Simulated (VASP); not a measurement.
OSZICAR of a VASP run on Sc (hcp):

OSZICAR:
```
       N       E                     dE             d eps       ncg     rms          rms(c)
DAV:   1     0.380971244201E+03    0.38097E+03   -0.10767E+04  1920   0.147E+03
DAV:   2     0.862594495016E+01   -0.37235E+03   -0.36691E+03  2710   0.659E+02
DAV:   3    -0.135677965276E+02   -0.22194E+02   -0.21764E+02  3234   0.181E+02
DAV:   4    -0.139094649937E+02   -0.34167E+00   -0.33597E+00  2933   0.220E+01
DAV:   5    -0.139153631129E+02   -0.58981E-02   -0.58825E-02  3250   0.272E+00    0.750E+00
DAV:   6    -0.126598061914E+02    0.12556E+01   -0.29691E+00  2410   0.223E+01    0.223E+00
DAV:   7    -0.125036420907E+02    0.15616E+00   -0.70951E-01  2487   0.992E+00    0.878E-01
DAV:   8    -0.124938584263E+02    0.97837E-02   -0.32813E-02  2606   0.269E+00    0.262E-01
DAV:   9    -0.124920852457E+02    0.17732E-02   -0.10199E-02  2494   0.122E+00    0.225E-02
DAV:  10    -0.124921018767E+02   -0.16631E-04   -0.15032E-04  3221   0.190E-01    0.869E-03
DAV:  11    -0.124920965983E+02    0.52784E-05   -0.35546E-06  2202   0.253E-02    0.252E-03
DAV:  12    -0.124920989692E+02   -0.23709E-05   -0.66936E-07  1590   0.132E-02    0.116E-03
DAV:  13    -0.124920987008E+02    0.26837E-06   -0.13185E-07  1289   0.737E-03
   1 F= -.12492099E+02 E0= -.12492505E+02  d E =-.124921E+02
       N       E                     dE             d eps       ncg     rms          rms(c)
DAV:   1    -0.125745759816E+02   -0.82477E-01   -0.32294E+00  2724   0.360E+01    0.192E+00
DAV:   2    -0.125065508018E+02    0.68025E-01   -0.24892E-01  2574   0.755E+00    0.669E-01
DAV:   3    -0.124982407450E+02    0.83101E-02   -0.28056E-02  2971   0.237E+00    0.272E-01
DAV:   4    -0.124975783868E+02    0.66236E-03   -0.25889E-03  3691   0.642E-01    0.353E-02
DAV:   5    -0.124975777882E+02    0.59857E-06   -0.88977E-05  2705   0.126E-01    0.146E-02
DAV:   6    -0.124975769724E+02    0.81580E-06   -0.11673E-05  3086   0.592E-02    0.207E-03
DAV:   7    -0.124975767370E+02    0.23542E-06   -0.30864E-07  1254   0.122E-02
   2 F= -.12497577E+02 E0= -.12498147E+02  d E =-.547804E-02
       N       E                     dE             d eps       ncg     rms          rms(c)
DAV:   1    -0.125011825533E+02   -0.36056E-02   -0.14175E-01  2738   0.753E+00    0.403E-01
DAV:   2    -0.124981522289E+02    0.30303E-02   -0.11235E-02  2630   0.162E+00    0.139E-01
DAV:   3    -0.124977932692E+02    0.35896E-03   -0.12079E-03  2992   0.499E-01    0.565E-02
DAV:   4    -0.124977667440E+02    0.26525E-04   -0.11675E-04  3690   0.134E-01    0.704E-03
DAV:   5    -0.124977667742E+02   -0.30151E-07   -0.30606E-06  1912   0.254E-02
   3 F= -.12497767E+02 E0= -.12498382E+02  d E =-.566807E-02
       N       E                     dE             d eps       ncg     rms          rms(c)
DAV:   1    -0.125051940724E+02   -0.74273E-02   -0.51710E-01  2368   0.154E+01    0.613E-01
DAV:   2    -0.125003341533E+02    0.48599E-02   -0.46562E-02  2871   0.417E+00    0.288E-01
DAV:   3    -0.124986816995E+02    0.16525E-02   -0.47590E-03  3298   0.980E-01    0.961E-02
DAV:   4    -0.124985763439E+02    0.10536E-03   -0.38801E-04  3197   0.267E-01    0.270E-02
DAV:   5    -0.124985713842E+02    0.49597E-05   -0.32744E-05  3338   0.739E-02    0.781E-03
DAV:   6    -0.124985724225E+02   -0.10383E-05   -0.13901E-06  1471   0.241E-02    0.108E-03
DAV:   7    -0.124985725839E+02   -0.16143E-06   -0.30104E-07  1051   0.116E-02
   4 F= -.12498573E+02 E0= -.12499237E+02  d E =-.805810E-03
       N       E                     dE             d eps       ncg     rms          rms(c)
DAV:   1    -0.124985830975E+02   -0.10675E-04   -0.68666E-04  2368   0.563E-01    0.221E-02
DAV:   2    -0.124985766190E+02    0.64785E-05   -0.61283E-05  2870   0.151E-01    0.105E-02
DAV:   3    -0.124985746686E+02    0.19504E-05   -0.58285E-06  2236   0.357E-02    0.361E-03
DAV:   4    -0.124985745962E+02    0.72354E-07   -0.74045E-07   995   0.121E-02
   5 F= -.12498575E+02 E0= -.12499239E+02  d E =-.807822E-03
```

### Question
Which electronic solver shows in the log?

### Answer
It is blocked Davidson (ALGO = Normal, or the opening steps of other solvers). The INCAR had ALGO = Normal.

### Question
Can the final energy be trusted as converged?

### Answer
The calculation finished and met its thresholds. It stopped with EDIFF = 1E-6, NELM = 100, NSW = 60 and EDIFFG = -0.01 after 5 ionic steps (PBE GGA, plane waves, VASP's PBE PAW potentials (set 64)).

The compound is Sc in the hcp structure. This run relaxes it. Symmetry was kept, so distortions that lower it aren't found.
